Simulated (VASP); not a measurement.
Energy against volume of MnS (rock salt, AFM-II order). These are PBE GGA with D4 dispersion, VASP's PBE PAW potentials (set 64) (plane waves; VASP) values and carry that method's errors. Settings: 520 eV cut-off, 7×7×7 Γ-centred mesh, Gaussian smearing of 0.050 eV, potentials Mn_pv S.

Shape and ions are relaxed at each volume.

| V (Å³/atom) | E (eV/atom) |
|---|---|
| 15.652 | -7.53425 |
| 16.136 | -7.53804 |
| 16.620 | -7.53429 |
| 17.104 | -7.52390 |

Q: Fit these four points and predict the energy of the run at 15.168 Å³/atom.

A: A cubic in V^(−2/3), the third-order Birch-Murnaghan form, passes through the four points with V0 = 16.13 Å³/atom and B0 = 83 GPa, and gives -7.5219 eV/atom there. The run gave -7.5218 eV/atom, +0.1 meV/atom from the fit; all five points give B0 = 84 GPa.

The compound is MnS in the rock salt, AFM-II order structure. It was relaxed first, which changed the volume by -9 %.
